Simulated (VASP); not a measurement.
A convergence study with VASP on HgSe (zinc blende): one setting is varied, all else stays as given below, so the limit is that of these other settings. Each run relaxes cell and ions from the cell shown.

```
CELL_PARAMETERS angstrom
      0.00000     3.04000     3.04000
      3.04000     0.00000     3.04000
      3.04000     3.04000     0.00000
ATOMIC_POSITIONS crystal
  Hg 0.00000 0.00000 0.00000
  Se 0.25000 0.25000 0.25000
```

Computed with PBE GGA, VASP's PBE PAW potentials (set 64) (plane waves; VASP). The tightest run used: 550 eV cut-off, 11×11×11 Γ-centred mesh, Gaussian smearing of 0.050 eV, potentials Hg Se.

| setting | relaxed volume (Å³/atom) | E (eV/atom) | irreducible k-points |
|---|---|---|---|
| 2×2×2 mesh | 34.120 | -1.5732 | 3 |
| 3×3×3 mesh | 31.558 | -1.9392 | 4 |
| 4×4×4 mesh | 31.012 | -2.0155 | 8 |

These are the cheaper rows. Estimate the results at 11×11×11 mesh, and how far the last row shown lies from them.

```
quantity                  tightest run  last row shown is off by
------------------------  ------------  ------------------------
relaxed volume (Å³/atom)        30.786                     0.226
E (eV/atom)                    -2.0439                    0.0283
```

Left out are rungs that failed or repeat a setting and relaxations that didn't move; long series are thinned to 24 rows.

The compound is HgSe in the zinc blende structure.
